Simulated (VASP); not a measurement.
Data:

```
CELL_PARAMETERS angstrom
      0.00000     2.05240     2.05240
      2.05240     0.00000     2.05240
      2.05240     2.05240     0.00000
ATOMIC_POSITIONS crystal
  Ag 0.00000 0.00000 0.00000
```

All values below come from MS2 meta-GGA, VASP's PBE PAW potentials (set 64) (plane waves; VASP). Settings: 520 eV cut-off, 15×15×15 Γ-centred mesh, first-order Methfessel-Paxton smearing of 0.10 eV, potentials Ag.

### Question
What does the run give for the energy per atom (σ→0), pressure, band gap (on the k-mesh) with the smallest direct gap where there is one?

### Answer

```yaml
band gap (on the k-mesh): none (metal, semimetal or under 0.01 eV)
energy per atom (σ→0): -0.192 eV/atom
pressure: -3.10 GPa
```

The absolute energy has meaning only against runs of the same code, potentials and settings.

The compound is Ag in the fcc structure. This cell is one point of a volume scan, at 1.03 of the reference volume.
